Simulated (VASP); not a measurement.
# Ti2SiTe2 (P-6m2) in VASP: further runs, part 2 of 2

VASP 6.6.1.

### Step 3. Relaxation of cell and atoms, PBE

This run uses another cell than the first one, of 24.83 Å³/atom, 1.021 times its volume.

The input, INCAR:

```
SYSTEM = Ti2SiTe2
ALGO = Normal
EDIFF = 1E-7
EDIFFG = -0.005
ENCUT = 520
GGA = PE
IBRION = 2
ISIF = 3
ISMEAR = 0
KPAR = 4
LASPH = .True.
LCHARG = .False.
LREAL = .False.
LWAVE = .False.
NELM = 120
NSW = 60
POTIM = 0.3
PREC = Accurate
SIGMA = 0.1
```

The input, KPOINTS:

```
k-points
0
Gamma
  10 10 4
  0 0 0
```

The input, POSCAR:

```
Ti2SiTe2                                
1.0
    3.6930640389      0.0000000000      0.0000000000
   -1.8465320195      3.1982872726     -0.0000000000
    0.0000000000      0.0000000000     10.5113100070
  Ti              Si              Te            
     2     1     2
Direct
     0.3333333300000021    0.6666666699999979    0.8532315510127700
     0.3333333300000021    0.6666666699999979    0.1467684489872301
     1.0000000000000000    0.0000000000000000    1.0000000000000000
     0.6666666699999979    0.3333333300000021    0.6883055401212126
     0.6666666699999979    0.3333333300000021    0.3116944598787873
```

Potentials or basis: VASP PAW PBE potentials, release 64 (Ti_sv, Si, Te).

Run with:

```bash
cat potpaw_PBE.64/Ti_sv/POTCAR potpaw_PBE.64/Si/POTCAR potpaw_PBE.64/Te/POTCAR > POTCAR
mpirun -np 4 vasp_std > vasp.out
```

OUTCAR:

```text
SYSTEM = Ti2SiTe2
   EDIFF = 1E-7
   EDIFFG = -0.005
   ENCUT = 520
   GGA = PE
   IBRION = 2
   ISIF = 3
   ISMEAR = 0
   LASPH = .True.
   LREAL = .False.
   NELM = 120
   NSW = 60
   POTIM = 0.3
   PREC = Accurate

 ion  position               nearest neighbor table
   1  0.333  0.667  0.853-   3 2.63   3 2.63   3 2.63   4 2.75   4 2.75   4 2.75
   2  0.333  0.667  0.147-   3 2.63   3 2.63   3 2.63   5 2.75   5 2.75   5 2.75
   3  0.000  0.000  0.000-   1 2.63   2 2.63   1 2.63   2 2.63   1 2.63   2 2.63
   4  0.667  0.333  0.688-   1 2.75   1 2.75   1 2.75
   5  0.667  0.333  0.312-   2 2.75   2 2.75   2 2.75

  LATTYP: Found a hexagonal cell.
 ALAT       =     3.6930640389
 C/A-ratio  =     2.8462300941

  Lattice vectors:

 A1 = (   3.6930640389,   0.0000000000,   0.0000000000)
 A2 = (  -1.8465320195,   3.1982872726,   0.0000000000)
 A3 = (   0.0000000000,   0.0000000000,  10.5113100070)

Analysis of symmetry for initial positions (statically):
=====================================================================
 Subroutine PRICEL returns:
 Original cell was already a primitive cell.

 Routine SETGRP: Setting up the symmetry group for a
 hexagonal supercell.

 Subroutine GETGRP returns: Found 12 space group operations
 (whereof 12 operations were pure point group operations)
 out of a pool of 24 trial point group operations.

The static configuration has the point symmetry D_3h.

Analysis of symmetry for dynamics (positions and initial velocities):
=====================================================================
 Subroutine PRICEL returns:
 Original cell was already a primitive cell.

 Routine SETGRP: Setting up the symmetry group for a
 hexagonal supercell.
[... 187 lines left out ...]
      0.00000      0.00000      0.00000         0.000000      0.000000     -0.000000
      1.84653      1.06610      7.23499         0.000000     -0.000000      0.006688
      1.84653      1.06610      3.27632         0.000000      0.000000     -0.006688
 -----------------------------------------------------------------------------------
    total drift:                                0.000061     -0.000035     -0.000000

  FREE ENERGIE OF THE ION-ELECTRON SYSTEM (eV)
  ---------------------------------------------------
  free  energy   TOTEN  =       -30.1352941363 eV

  energy  without entropy=      -30.1263176695  energy(sigma->0) =      -30.13080590

--------------------------------------- Ionic step        2  -------------------------------------------

 number of electron      40.0000000 magnetization

 Free energy of the ion-electron system (eV)
  ---------------------------------------------------
  ext. energy  EPLUGINS =         0.00000000
  ---------------------------------------------------
  free energy    TOTEN  =       -30.13529975 eV

  energy without entropy =      -30.12632964  energy(sigma->0) =      -30.13081470

 E-fermi :   6.1047     XC(G=0):  -9.6539

 val. band max:        6.0688986039   @ k =   0.5000   0.0000   0.5000
 cond. band min:       6.1450394701   @ k =   0.1000  -0.0000   0.2500
 fundamental gap:      0.0761408662
 Fermi energy:         6.1046582160

 k-point     1 :       0.0000    0.0000    0.0000
  band No.  band energies     occupation
      1     -50.9980      2.00000
      2     -50.9880      2.00000
      3     -27.2697      2.00000
      4     -27.2697      2.00000
      5     -27.2587      2.00000
      6     -27.2587      2.00000
[... 637 lines left out ...]
     23       7.6227      0.00000
     24       7.7349      0.00000

 [... further k-points ...]

------------------------ aborting loop because EDIFF is reached ----------------------------------------

  FORCE on cell =-STRESS in cart. coord.  units (eV):
  Direction    XX          YY          ZZ          XY          YZ          ZX
  --------------------------------------------------------------------------------------
  -------------------------------------------------------------------------------------
  Total        0.0016723      0.0016723     -0.0005348     -0.0000000      0.0000000      0.0000000
  in kB        0.0215862      0.0215862     -0.0069030     -0.0000000      0.0000000      0.0000000
  external PRESSURE =       0.0120898 kB  Pullay stress =       0.0000000 kB

 VOLUME and BASIS-vectors are now :
 -----------------------------------------------------------------------------
  energy-cutoff  :      520.00
  volume of cell :      124.12
      direct lattice vectors                 reciprocal lattice vectors
     3.692800789  0.000000000 -0.000000000     0.270797169  0.156344819 -0.000000000
    -1.846400394  3.198059291  0.000000000    -0.000000000  0.312689637  0.000000000
     0.000000000  0.000000000 10.510047521     0.000000000  0.000000000  0.095147048

 POSITION                                       TOTAL-FORCE (eV/Angst)
 -----------------------------------------------------------------------------------
     -0.00000      2.13204      8.96762         0.000000     -0.000000      0.003625
     -0.00000      2.13204      1.54242        -0.000000     -0.000000     -0.003625
      0.00000      0.00000     10.51005         0.000000      0.000000      0.000000
      1.84640      1.06602      7.23432         0.000000      0.000000      0.003346
      1.84640      1.06602      3.27573        -0.000000      0.000000     -0.003346
 -----------------------------------------------------------------------------------
    total drift:                                0.000061     -0.000035     -0.000000

  FREE ENERGIE OF THE ION-ELECTRON SYSTEM (eV)
  ---------------------------------------------------
  free  energy   TOTEN  =       -30.1352997514 eV

  energy  without entropy=      -30.1263296421  energy(sigma->0) =      -30.13081470

 reached required accuracy - stopping structural energy minimisation
```

OSZICAR:

```text
N       E                     dE             d eps       ncg     rms          rms(c)
DAV:   1     0.396549844558E+03    0.39655E+03   -0.19155E+04  2016   0.163E+03
DAV:   2     0.202079526343E+02   -0.37634E+03   -0.37333E+03  2048   0.456E+02
DAV:   3    -0.295483573393E+02   -0.49756E+02   -0.49162E+02  3520   0.135E+02
[... 22 lines left out ...]
DAV:   5    -0.301352986940E+02   -0.38871E-06   -0.42100E-06  3152   0.106E-02    0.538E-03
DAV:   6    -0.301352990984E+02   -0.40445E-06   -0.26578E-07  2032   0.429E-03    0.249E-03
DAV:   7    -0.301352995749E+02   -0.47645E-06   -0.37114E-07  2472   0.306E-03    0.108E-03
DAV:   8    -0.301352996996E+02   -0.12478E-06   -0.10974E-07  1552   0.164E-03    0.322E-04
DAV:   9    -0.301352997514E+02   -0.51728E-07   -0.45665E-08  1416   0.131E-03
   2 F= -.30135300E+02 E0= -.30130815E+02  d E =-.561512E-05
```

CONTCAR:

```text
Ti2SiTe2
   1.00000000000000
     3.6928007886745120    0.0000000000000041   -0.0000000000000000
    -1.8464003943872489    3.1980592912177914    0.0000000000000000
     0.0000000000000000    0.0000000000000000   10.5100475205630524
  Ti              Si              Te
     2     1     2
Direct
     0.3333333300000021    0.6666666699999979    0.8532429143990298
     0.3333333300000021    0.6666666699999979    0.1467570856009703
     0.0000000000000000    0.0000000000000000    1.0000000000000000
     0.6666666699999979    0.3333333300000021    0.6883239559103840
     0.6666666699999979    0.3333333300000021    0.3116760440896160

  0.00000000E+00  0.00000000E+00  0.00000000E+00
  0.00000000E+00  0.00000000E+00  0.00000000E+00
  0.00000000E+00  0.00000000E+00  0.00000000E+00
  0.00000000E+00  0.00000000E+00  0.00000000E+00
  0.00000000E+00  0.00000000E+00  0.00000000E+00
```

Run time: 47 s. Hardware: 4 MPI ranks of Intel Xeon 6975P-C (Granite Rapids), shared host; peak memory 0.32 GiB.

What came out:

```yaml
Free_energy: -30.1353 eV
Relaxed_volume: 24.82 Å³/atom
Relaxed_cell: a = 3.693 Å, b = 3.693 Å, c = 10.510 Å, α = 90.00°, β = 90.00°, γ = 120.00°
Space_group_after_relaxing_to_0.05_Å: P-6m2 (No. 187)
Energy_gained_by_relaxing: 0.0 meV/atom
Ionic_steps: 2
Pressure_after_relaxing: 0.0 GPa
Largest_force_after_relaxing: 0.004 eV/Å
Band_gap_on_the_k_mesh: none (metal or under the smearing width)
```

Forces on the atoms (eV/Å):
```
Ti   0.000  0.000  0.004
Ti   0.000  0.000 -0.004
Si   0.000  0.000  0.000
Te   0.000  0.000  0.003
Te   0.000  0.000 -0.003
```

Final structure:
```xyz
5
Lattice="3.6928 0.0000 0.0000 -1.8464 3.1981 0.0000 0.0000 0.0000 10.5100" Properties=species:S:1:pos:R:3 pbc="T T T"
Ti    0.0000    2.1320    8.9676
Ti    0.0000    2.1320    1.5424
Si    0.0000    0.0000   10.5100
Te    1.8464    1.0660    7.2343
Te    1.8464    1.0660    3.2757
```

Caveat: this functional lacks dispersion, which binds the layers, so the pressure and a relaxed spacing across them are unreliable. The run has no spin-orbit coupling, so splittings on Te are missing.

### Step 4. Single point, r2SCAN

This run uses another cell than the first one, of 24.82 Å³/atom, 1.021 times its volume.

The input, INCAR:

```
SYSTEM = Ti2SiTe2
ALGO = Normal ; EDIFF = 1E-6
ENCUT = 520 ; ISIF = 2
ISMEAR = 0 ; KPAR = 4
LASPH = .TRUE. ; LCHARG = .FALSE.
LMIXTAU = .TRUE. ; LREAL = .FALSE.
LWAVE = .FALSE. ; METAGGA = R2SCAN
NELM = 150 ; PREC = Accurate
SIGMA = 0.1
```

The input, KPOINTS:

```
k-points
0
G
  10 10 4
  0 0 0
```

The input, POSCAR:

```
Ti2SiTe2                                
1.0
    3.6928007887      0.0000000000     -0.0000000000
   -1.8464003944      3.1980592912      0.0000000000
    0.0000000000      0.0000000000     10.5100475206
  Ti              Si              Te            
     2     1     2
Direct
     0.3333333300000021    0.6666666699999979    0.8532429143990298
     0.3333333300000021    0.6666666699999979    0.1467570856009703
     0.0000000000000000    0.0000000000000000    1.0000000000000000
     0.6666666699999979    0.3333333300000021    0.6883239559103840
     0.6666666699999979    0.3333333300000021    0.3116760440896160
```

Run with:

```bash
cat potpaw_PBE.64/Ti_sv/POTCAR potpaw_PBE.64/Si/POTCAR potpaw_PBE.64/Te/POTCAR > POTCAR
mpirun -np 4 vasp_std > vasp.out
```

Run time: 2 min. Hardware: 4 MPI ranks of Intel Xeon 6975P-C (Granite Rapids), shared host; peak memory 0.33 GiB.

Results (log left out):

* Free energy: -88.6849 eV
* Pressure: -0.1 GPa
* Largest force: 0.146 eV/Å
* Band gap on the k mesh: none (metal or under the smearing width)

Forces in eV/Å, atoms in the order of the input:
```
Ti   0.000  0.000 -0.092
Ti   0.000  0.000  0.092
Si   0.000  0.000  0.000
Te   0.000  0.000  0.146
Te   0.000  0.000 -0.146
```

Stress tensor (GPa, compression positive):
```
 0.24  0.00  0.00
 0.00  0.24  0.00
 0.00  0.00 -0.80
```

Levels at points of the mesh, in eV from the Fermi level:
| k point | band 18 | band 19 | band 20 | band 21 | band 22 | band 23 |
| --- | --- | --- | --- | --- | --- | --- |
| (0.00, 0.00, 0.00) | -0.12 | 0.35 | 0.54 | 0.54 | 1.22 | 1.22 |
| (0.50, 0.00, 0.00) | -1.53 | -1.33 | -0.52 | -0.25 | 0.73 | 1.67 |
| (0.00, 0.00, 0.50) | -0.87 | 0.43 | 0.54 | 0.54 | 1.22 | 1.22 |
| (0.50, 0.00, 0.50) | -1.61 | -1.40 | -0.30 | -0.18 | 0.60 | 1.67 |

Caveat: the PAW data sets were made with another functional, which shifts forces and pressure a little. Spin-orbit coupling is left out, which matters for the levels of Te.
